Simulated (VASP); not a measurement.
VASP input:

File POSCAR:
```
CdSnF6
4.9226480
  0.5154405407   0.2975896776   0.9999999692
 -0.5154405398   0.2975896792   0.9999999692
 -0.0000000009  -0.5951795519   0.9999999688
Cd Sn F
1 1 6
direct
  0.5000000000   0.5000000000   0.5000000000
  0.0000000000   0.0000000000   0.0000000000
  0.7665265929   0.3966531212   0.0710589511
  0.2334734071   0.6033468788   0.9289410489
  0.0710589511   0.7665265929   0.3966531212
  0.9289410489   0.2334734071   0.6033468788
  0.3966531212   0.0710589511   0.7665265929
  0.6033468788   0.9289410489   0.2334734071
```

**INCAR**
```
ALGO=Normal
EDIFF=1E-7
ENCUT=520
ISIF=2
ISMEAR=-5
LASPH=.True.
LCHARG=.True.
LEFG=.True.
LMAXMIX=4
LORBIT=11
LREAL=.False.
LWAVE=.False.
NEDOS=601
NELM=100
PREC=Accurate
SYSTEM=CdSnF6
```

### KPOINTS
```
Automatic mesh
0
Gamma
6 6 6
0 0 0
```

POTCAR, in this order: Cd Sn_d F (LDA.64 set). Program: vasp_std.

Write an equivalent input for Quantum ESPRESSO's pw.x.

One equivalent input (not run):
```
&CONTROL
  calculation = 'scf'
  pseudo_dir = './pseudo'
  outdir = './out'
  tprnfor = .true.
  tstress = .true.
/
&SYSTEM
  ibrav = 0
  nat = 8
  ntyp = 3
  ecutwfc = 102
  occupations = 'tetrahedra'
  input_dft = 'pz'
/
&ELECTRONS
  conv_thr = 7.3e-09
  electron_maxstep = 100
/
ATOMIC_SPECIES
  Cd 112.414 Cd.upf
  Sn 118.710 Sn.upf
  F 18.998 F.upf
CELL_PARAMETERS angstrom
     2.5373323    1.4649292    4.9226478
    -2.5373323    1.4649292    4.9226478
    -0.0000000   -2.9298594    4.9226478
ATOMIC_POSITIONS crystal
  Cd   0.5000000  0.5000000  0.5000000
  Sn   0.0000000  0.0000000  0.0000000
  F    0.7665266  0.3966531  0.0710590
  F    0.2334734  0.6033469  0.9289410
  F    0.0710590  0.7665266  0.3966531
  F    0.9289410  0.2334734  0.6033469
  F    0.3966531  0.0710590  0.7665266
  F    0.6033469  0.9289410  0.2334734
K_POINTS automatic
  6 6 6 0 0 0
```
What does not carry over: the potentials are each code's own (VASP's PAW set, PseudoDojo norm-conserving files in pw.x), so ENCUT and ecutwfc are chosen apart and not converted; conv_thr bounds pw.x's estimated SCF error, while EDIFF bounds the energy change between steps; the field gradients of LEFG aren't asked of the other code.

The structure comes from a computed database's CdSnF6 entry (R-3); how it stands against other phases isn't given here. It was relaxed first, which changed the volume by -7 %.
